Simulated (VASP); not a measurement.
Method: PBE GGA with D4 dispersion, VASP's PBE PAW potentials (set 64) (plane waves; VASP).

The input files of a VASP run:

INCAR:
```
LWAVE=.FALSE.
ICHARG=11
SYSTEM=TiAl
IVDW=13   # D4
LREAL=.FALSE.   # projection in real space or not
EDIFF=1E-7
ISMEAR=0   # Gaussian
PREC=Accurate
LORBIT=11   # lm-projected
LCHARG=.FALSE.
LMAXMIX=4
SIGMA=0.05
ENCUT=520   # plane-wave cut-off (eV)
NELM=100   # most electronic steps
LASPH=.TRUE.   # aspherical one-centre terms
ALGO=Normal
GGA=PE   # PBE
```

File KPOINTS:
```
k-points along high-symmetry lines
10
Line-mode
Reciprocal
  0.000000   0.000000   0.000000 ! GAMMA
  0.000000   0.500000   0.000000 ! X

  0.000000   0.500000   0.000000 ! X
  0.500000   0.500000   0.000000 ! M

  0.500000   0.500000   0.000000 ! M
  0.000000   0.000000   0.000000 ! GAMMA

  0.000000   0.000000   0.000000 ! GAMMA
  0.000000   0.000000   0.500000 ! Z

  0.000000   0.000000   0.500000 ! Z
  0.000000   0.500000   0.500000 ! R

  0.000000   0.500000   0.500000 ! R
  0.500000   0.500000   0.500000 ! A

  0.500000   0.500000   0.500000 ! A
  0.000000   0.000000   0.500000 ! Z

  0.000000   0.500000   0.000000 ! X
  0.000000   0.500000   0.500000 ! R

  0.500000   0.500000   0.000000 ! M
  0.500000   0.500000   0.500000 ! A
```

File POSCAR:
```
TiAl
1
    2.8055054406     0.0000000000     0.0000000000
    0.0000000000     2.8055054406     0.0000000000
    0.0000000000     0.0000000000     4.0259122790
Ti Al
1 1
Direct
  0.0000000000   0.0000000000   0.0000000000
  0.5000000000   0.5000000000   0.5000000000
```

POTCAR, in this order: Ti_sv Al (PBE.64 set). Program: vasp_std. Read from the step before: CHGCAR.

The resulting files:

**OSZICAR**
```
       N       E                     dE             d eps       ncg     rms          rms(c)
DAV:   1     0.935719587320E+02    0.93572E+02   -0.76621E+03  1980   0.140E+03
DAV:   2    -0.611999644671E+01   -0.99692E+02   -0.96349E+02  2022   0.337E+02
DAV:   3    -0.123245920023E+02   -0.62046E+01   -0.59584E+01  3133   0.812E+01
DAV:   4    -0.125162209380E+02   -0.19163E+00   -0.18887E+00  2421   0.124E+01
DAV:   5    -0.125256320545E+02   -0.94111E-02   -0.94063E-02  2948   0.235E+00
DAV:   6    -0.125257962111E+02   -0.16416E-03   -0.16415E-03  2456   0.253E-01
DAV:   7    -0.125258010879E+02   -0.48768E-05   -0.48769E-05  3007   0.360E-02
DAV:   8    -0.125258011685E+02   -0.80619E-07   -0.81019E-07  2389   0.402E-03
   1 F= -.13105549E+02 E0= -.13103307E+02  d E =-.448530E-02
```

**OUTCAR**
```
 val. band max:        8.3469908948   @ k =   0.5000   0.5000   0.0000

 cond. band min:       8.3486444909   @ k =   0.0000   0.0000   0.0556



 k-point     1 :       0.0000    0.0000    0.0000
  band No.  band energies     occupation
      1     -48.0081      2.00000
      2     -24.4132      2.00000
      3     -23.9471      2.00000
      4     -23.9471      2.00000
      5      -0.5758      2.00000
      6       6.6713      2.00000
      7       7.7025      2.00000
      8       8.2780      1.94972
      9      10.7762      0.00000
     10      10.7762      0.00000
     11      11.9569      0.00000

 k-point     2 :       0.0000    0.0556    0.0000
  band No.  band energies     occupation
      1     -48.0062      2.00000
      2     -24.4114      2.00000
      3     -23.9628      2.00000
      4     -23.9458      2.00000
      5      -0.5140      2.00000
      6       6.7221      2.00000
      7       7.7268      2.00000
      8       8.2176      1.99975
      9      10.7868      0.00000
     10      10.8493      0.00000
     11      11.8937      0.00000

 k-point     3 :       0.0000    0.1111    0.0000
  band No.  band energies     occupation
      1     -48.0008      2.00000
      2     -24.4060      2.00000
      3     -24.0078      2.00000
      4     -23.9419      2.00000
      5      -0.3296      2.00000
      6       6.8663      2.00000
      7       7.7880      2.00000
      8       8.0553      2.00000
      9      10.8175      0.00000
     10      11.0536      0.00000
     11      11.7197      0.00000

 k-point     4 :       0.0000    0.1667    0.0000
  band No.  band energies     occupation
      1     -47.9925      2.00000
      2     -24.3979      2.00000
      3     -24.0762      2.00000
      4     -23.9360      2.00000
      5      -0.0257      2.00000
      6       7.0794      2.00000
      7       7.8317      2.00000
      8       7.8418      2.00000
      9      10.8650      0.00000
     10      11.3595      0.00000
...
```

The density is held fixed in this step, so its total energy and stress have no physical meaning.

The compound is TiAl in the L1_0 structure. It was relaxed first. The electron count is odd and the run is not spin-polarised, which forces a metal.
